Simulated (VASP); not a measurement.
Here is the system:

```xyz
1
Lattice="0.0000 2.1152 2.1152 2.1152 0.0000 2.1152 2.1152 2.1152 0.0000" Properties=species:S:1:pos:R:3 pbc="T T T"
Cl     0.0000     0.0000     0.0000
```

The numbers are results of PBEsol GGA, VASP's PBE PAW potentials (set 64) (plane waves; VASP 6.6.1), not measurements. Numerical set-up: 400 eV cut-off, Gaussian smearing of 0.050 eV, potentials Cl.

### Question
Give the energies of bands 2 to 4 at the high-symmetry points, in eV from the Fermi level.

### Answer

| band | Γ | X | U | L | W |
|---|---|---|---|---|---|
| 2 | 1.01 | -4.76 | -4.03 | -5.39 | -3.35 |
| 3 | 1.01 | -1.22 | -3.11 | 0.29 | -3.35 |
| 4 | 1.01 | -1.22 | -0.76 | 0.29 | -1.87 |

It has no gap at this level: it comes out as a metal or semimetal.

The structure was generated: Cl was put into the fcc type (Fm-3m), which need not be its known phase. It was relaxed first, which changed the volume by -11 %.
